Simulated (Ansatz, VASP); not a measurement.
# Cross-check of Si9Ge28H28 (H-capped Ge nanowire along [001] with a Si core) between VASP and Ansatz, part 2 of 2

Aim: how closely do two programs agree when they are given the same cell, functional and k mesh? The cell is taken from a series of runs on this material, whose earlier steps may have relaxed, scaled, displaced or heated it; both programs get it as it stands.

VASP 6.6.1 and Ansatz 0.2.0.

So far: Set-up; Ansatz: single point, PBE.

**3. VASP: single point, PBE**

Level of this step: PBE; plane waves and PAW (Ge_d, Si, H) (VASP).

The same cell, functional and mesh now go to VASP, with its own data sets.

Lines of VASP's logs that name or quote its potential files are left out, and so is its time.

INCAR

```
SYSTEM = Si9Ge28H28
PREC = Accurate
ENCUT = 410
EDIFF = 1E-06
NELM = 120
ISMEAR = 0
SIGMA = 0.01
LREAL = Auto
ALGO = Normal
GGA = PE
NBANDS = 280
LORBIT = 11
LWAVE = .FALSE.
LCHARG = .FALSE.
ISIF = 2
LASPH = .TRUE.
GGA_COMPAT = .FALSE.
EFERMI = MIDGAP
KPAR = 2
```

POSCAR

```
Si9Ge28H28
1.0
   26.5009100000      0.0000000000      0.0000000000
    0.0000000000     26.5009100000      0.0000000000
    0.0000000000      0.0000000000      5.6580000000
Ge Si H
28 9 28
Direct
    0.3504000000      0.3491800000      0.2481300000
    0.3486400000      0.4241100000      0.5018000000
    0.2731800000      0.4236700000      0.7544000000
    0.2740200000      0.4989700000      0.0032600000
    0.3501000000      0.5001400000      0.2464600000
    0.3487400000      0.5750900000      0.5011900000
    0.2730800000      0.5742600000      0.7482500000
    0.3494400000      0.6508500000      0.2475300000
    0.4993400000      0.2732800000      0.4931700000
    0.4242800000      0.2728500000      0.7536900000
    0.4243300000      0.3470300000      0.0052900000
    0.5001700000      0.3498900000      0.2514100000
    0.4243000000      0.6519000000      0.9969600000
    0.5004200000      0.6509000000      0.2525100000
    0.5002800000      0.7268000000      0.4982500000
    0.4253400000      0.7277300000      0.7566000000
    0.5742800000      0.2730700000      0.7511500000
    0.5749700000      0.3493900000      0.0023900000
    0.6510400000      0.3493300000      0.2517900000
    0.6502600000      0.4242300000      0.4954100000
    0.6512100000      0.5015600000      0.2516100000
    0.6506100000      0.5748900000      0.4966100000
    0.5770400000      0.6514900000      0.9992400000
    0.6517700000      0.6518700000      0.2429700000
    0.5744600000      0.7263700000      0.7531700000
    0.7271400000      0.4238400000      0.7445600000
    0.7253800000      0.4991100000      0.0057800000
    0.7265700000      0.5738700000      0.7475900000
    0.4997100000      0.4248900000      0.4991100000
    0.4254000000      0.4253500000      0.7511200000
    0.4254600000      0.4988700000      0.9972900000
    0.4988200000      0.4997900000      0.2538100000
    0.5003200000      0.5754500000      0.5041300000
    0.4246700000      0.5771700000      0.7520100000
    0.5749300000      0.4242600000      0.7437200000
    0.5759100000      0.4999800000      0.9966800000
    0.5752200000      0.5749000000      0.7499100000
    0.3004400000      0.3493600000      0.0974200000
    0.3480000000      0.3016500000      0.4029000000
    0.2727500000      0.3776100000      0.9049800000
    0.2257700000      0.4245800000      0.5948300000
    0.2261800000      0.4995700000      0.1555000000
    0.2272700000      0.5742300000      0.5961600000
    0.2727900000      0.6228300000      0.9114600000
    0.3018200000      0.6507400000      0.0981500000
    0.3483100000      0.6980300000      0.4074100000
    0.5014000000      0.2241400000      0.3415200000
    0.3775100000      0.2737300000      0.5911700000
    0.4245200000      0.2265000000      0.9050400000
    0.4998400000      0.7727600000      0.3484000000
    0.3769500000      0.7265200000      0.5891400000
    0.4243600000      0.7739300000      0.9037000000
    0.6210200000      0.2729100000      0.5964200000
    0.5742300000      0.2277000000      0.9097900000
    0.6970600000      0.3482100000      0.0928000000
    0.6506200000      0.3019400000      0.4100600000
    0.6984600000      0.6509700000      0.0974200000
    0.6508600000      0.6987500000      0.4022400000
    0.6230200000      0.7268500000      0.5910700000
    0.5756200000      0.7726900000      0.9088600000
    0.7269800000      0.3777200000      0.9128500000
    0.7737600000      0.4239500000      0.5971200000
    0.7738700000      0.5004700000      0.1510700000
    0.7733300000      0.5754400000      0.5917200000
    0.7274900000      0.6230800000      0.9097100000
```

KPOINTS

```
Automatic mesh
0
Gamma
1 1 2
0 0 0
```

The projector-augmented-wave data sets are Ge_d, Si and H (PBE family, release 64).

Launch:

```bash
> mpirun -np 8 vasp_std
```

Numbers of over 12 decimals in the logs are rounded to 6 here.

The program printed:

```text
[banner, memory and clock lines left out]
running    8 mpi-ranks, on    1 nodes
[...]
|                                                                             |
|           W    W    AA    RRRRR   N    N  II  N    N   GGGG   !!!           |
|           W    W   A  A   R    R  NN   N  II  NN   N  G    G  !!!           |
|           W    W  A    A  R    R  N N  N  II  N N  N  G       !!!           |
|           W WW W  AAAAAA  RRRRR   N  N N  II  N  N N  G  GGG   !            |
|           WW  WW  A    A  R   R   N   NN  II  N   NN  G    G                |
|           W    W  A    A  R    R  N    N  II  N    N   GGGG   !!!           |
|                                                                             |
|     For optimal performance we recommend to set                             |
|       NCORE = 2 up to number-of-cores-per-socket                            |
|     NCORE specifies how many cores store one orbital (NPAR=cpu/NCORE).      |
|     This setting can greatly improve the performance of VASP for DFT.       |
|     The default, NCORE=1 might be grossly inefficient on modern             |
|     multi-core architectures or massively parallel machines. Do your        |
|     Unfortunately you need to use the default for GW and RPA                |
|     calculations (for HF NCORE is supported but not extensively tested      |
|     yet).                                                                   |
|                                                                             |

 LDA part: xc-table for (Slater+PW92), standard interpolation
 POSCAR, INCAR and KPOINTS ok, starting setup
[...]
entering main loop
       N       E                     dE             d eps       ncg     rms          rms(c)
DAV:   1     0.407885168337E+04    0.40789E+04   -0.18962E+05  1208   0.173E+03
DAV:   2     0.433735762341E+03   -0.36451E+04   -0.35162E+04  1520   0.388E+02
DAV:   3    -0.221515249902E+03   -0.65525E+03   -0.64465E+03  1576   0.192E+02
DAV:   4    -0.268377882446E+03   -0.46863E+02   -0.46540E+02  1272   0.589E+01
[...]
DAV:  28    -0.261520755723E+03   -0.26193E-05   -0.10045E-07   800   0.242E-03    0.209E-04
DAV:  29    -0.261520756989E+03   -0.12657E-05   -0.39806E-08   776   0.159E-03    0.114E-04
DAV:  30    -0.261520757417E+03   -0.42874E-06   -0.21827E-08   760   0.103E-03
   1 F= -.26152076E+03 E0= -.26152076E+03  d E =0.000000E+00
```

Parts of OUTCAR (step 3):

```text
  Total        0.9576683      0.8366739      5.5538642     -0.1666407     -0.5616907     -1.5497737
  in kB        0.3861368      0.3373512      2.2393466     -0.0671904     -0.2264766     -0.6248767
  external PRESSURE =       0.9876115 kB  Pullay stress =       0.0000000 kB

 POSITION                                       TOTAL-FORCE (eV/Angst)
 -----------------------------------------------------------------------------------
      9.28592      9.25359      1.40392        -0.792722      0.110032      0.041065
      9.23928     11.23930      2.83918         0.432859      0.114504      0.269394
      7.23952     11.22764      4.26840        -0.150683      0.979216     -0.812116
      7.26178     13.22316      0.01845         0.104640      0.154739     -0.370490
      9.27797     13.25417      1.39447         0.181023     -0.219540     -0.012275
      9.24193     15.24041      2.83573         0.418666      0.223371      0.167538
      7.23687     15.21841      4.23360         0.567925      0.122645      0.780971
      9.26048     17.24812      1.40052         0.220852     -0.158092      0.389687
     13.23296      7.24217      2.79036         0.079002     -0.146657      0.439604
     11.24381      7.23077      4.26438         0.382262      0.323082     -0.587236
     11.24513      9.19661      0.02993         0.309183      0.853998     -0.737934
     13.25496      9.27240      1.42248        -0.145443      0.055605      0.234753
     11.24434     17.27594      5.64080         0.164589     -0.240967      0.085271
     13.26159     17.24944      1.42870         0.039352     -0.310640      0.035717
[...]
-----------------------------------------------------------------------------------
    total drift:                                0.005481      0.009181      0.000719

  FREE ENERGIE OF THE ION-ELECTRON SYSTEM (eV)
  ---------------------------------------------------
  free  energy   TOTEN  =      -261.5207574173 eV

  energy  without entropy=     -261.5207574173  energy(sigma->0) =     -261.52075742

[... 2 further parts left out ...]
```

The gap is read on the k-mesh alone, so it is an upper bound where the band edges lie off the mesh.

**4. Differences**

Known differences besides the potentials themselves: fixed occupations in Ansatz, narrow Gaussian smearing in VASP; the cutoff is 420 eV in Ansatz and 410 eV in VASP (PREC = Accurate, projectors in real space). Total energies have different zeros and are not compared.

Both answers:

```
              quantity  Ansatz   VASP  difference
gap on the k mesh (eV)   1.928  1.931      -0.004
```

Forces on 9 of the 65 atoms, those with the largest forces and the largest differences (eV/Å; atoms numbered as in POSCAR):

```
atom          Ansatz x, y, z            VASP x, y, z
 Ge3   -0.135, 1.002, -0.819   -0.151, 0.979, -0.812
Ge11    0.309, 0.854, -0.738    0.309, 0.854, -0.738
Ge15   -0.162, -0.843, 0.889   -0.163, -0.820, 0.875
Ge16  -0.217, -0.697, -1.163  -0.230, -0.673, -1.155
Ge24   -0.674, -0.416, 0.826   -0.651, -0.399, 0.821
 H40   -0.219, -0.710, 0.287   -0.221, -0.682, 0.266
 H50    0.017, 0.960, -0.707    0.017, 0.933, -0.689
 H52     0.011, 0.956, 0.711     0.012, 0.928, 0.693
 H57    0.750, 0.150, -0.409    0.722, 0.152, -0.389
```

The forces differ by 13 meV/Å r.m.s., which is 3.1 % of the r.m.s. force of 0.408 eV/Å (both taken over all components). A gap on the mesh is an upper bound, since the band edges may lie between its points. With vacuum in the cell, a pressure given here is an average over mostly empty space and none of the material.

**5. What came out**

```
r.m.s. force difference (single point, PBE) : 3.1 % of the r.m.s. force
```

In words: The r.m.s. force difference is 3.1 % of the r.m.s. force (single point, PBE), at about the 3 % picked in this series as the mark of a large difference. What causes the difference of the single point, PBE pair stays open here. Such differences can come from data sets, numerical settings and the points named under the comparisons, not from the functional's error against experiment.

[Lines on the potential files, build, host, timing and source positions are cut from VASP's logs without a mark.]

[Logs are printed without paths, hosts, clocks, repeated set-up lines and the standing remarks that a program may print on its own settings, such as how far it seeks lower states.]

[Hosts, paths, dates, database ids (printed as entryN), source tags and the programs' standing remarks are cut or masked in the printed files.]
